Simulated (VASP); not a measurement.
A VASP calculation is set up with these files.

File POSCAR:
```
CdF2
1
   -0.0000000000     2.6545748054     2.6545748054
    2.6545748054    -0.0000000000     2.6545748054
    2.6545748054     2.6545748054     0.0000000000
Cd F
1 2
Direct
  0.0000000000   1.0000000000   0.0000000000
  0.2500000000   0.2500000000   0.2500000000
  0.7500000000   0.7500000000   0.7500000000
```

File KPOINTS:
```
Automatic mesh
0
G
  7 7 7
```

**INCAR**
```
ALGO = Normal
EDIFF = 1E-6
EDIFFG = -0.02
ENCUT = 620
IBRION = 2
ISIF = 3
ISMEAR = 0
LASPH = .TRUE.
LCHARG = .FALSE.
LMAXMIX = 4
LREAL = .FALSE.
LWAVE = .FALSE.
NELM = 100
NSW = 40
PREC = Accurate
SIGMA = 0.05
SYSTEM = CdF2
```

POTCAR, in this order: Cd F (LDA.64 set). Program: vasp_std.

Q: Write an equivalent input for Ansatz.

A: One equivalent input (not run):
Ansatz 0.2 input:
```yaml
crystal:
  lattice:
    - [0.0000000, 2.6545748, 2.6545748]
    - [2.6545748, 0.0000000, 2.6545748]
    - [2.6545748, 2.6545748, 0.0000000]
  atoms:
    - { symbol: Cd, position: [0.0000000, 1.0000000, 0.0000000] }
    - { symbol: F, position: [0.2500000, 0.2500000, 0.2500000] }
    - { symbol: F, position: [0.7500000, 0.7500000, 0.7500000] }
kpoints:
  mp_grid: { grid: [7, 7, 7] }
hamiltonian:
  xc: lda
  pseudopotentials: { kind: paw }
scf:
  occupations: { method: gaussian, width: 0.05 }
  max_iter: 100
relax:
  max_steps: 40
  f_tol: 0.02
  cell: {}
output: { forces: true, stress: true, eigenvalues: true }
```
The two are equivalent in intent, not identical: each code has its own PAW files, so the cut-off isn't converted (ENCUT is set for VASP's; basis.ecutwfc is left out, and Ansatz then takes the one that its files recommend); Ansatz stops its SCF on the density residual and VASP on the energy change (EDIFF); Ansatz's lda is the Perdew-Wang form, while the LDA potentials of VASP carry Perdew-Zunger's.

The compound is CdF2 in the fluorite structure. It was relaxed first.
